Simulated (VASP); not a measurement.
**SiO₂ (relaxed from the anatase structure, space group I4_1/amd): computed properties**

Method: r2SCAN meta-GGA, VASP's PBE PAW potentials (set 64) (plane waves; VASP).

```json
{
  "space_group": "I4_1/amd (141)",
  "cell": "a = b = 3.4865 Å, c = 8.4395 Å, α = β = γ = 90.00°",
  "volume_per_atom": "8.55 Å³/atom",
  "band gap (over mesh and band path)": "7.19 eV",
  "smallest direct gap (over mesh and band path)": "7.93 eV",
  "density": "3.89 g/cm³"
}
```

```
O2Si
1.0
   -1.74324     1.74324     4.21976
    1.74324    -1.74324     4.21976
    1.74324     1.74324    -4.21976
Si O
2 4
Direct
  0.50000   0.50000   0.00000
  0.25000   0.75000   0.50000
  0.29133   0.29133   0.00000
  0.04133   0.54133   0.50000
  0.45867   0.95867   0.50000
  0.70867   0.70867   0.00000
```

The structure was generated: SiO2 was put into the anatase type (I4_1/amd), which need not be its known phase. It was relaxed first, which changed the volume by -10 %. Symmetry was kept, so distortions that lower it aren't found.
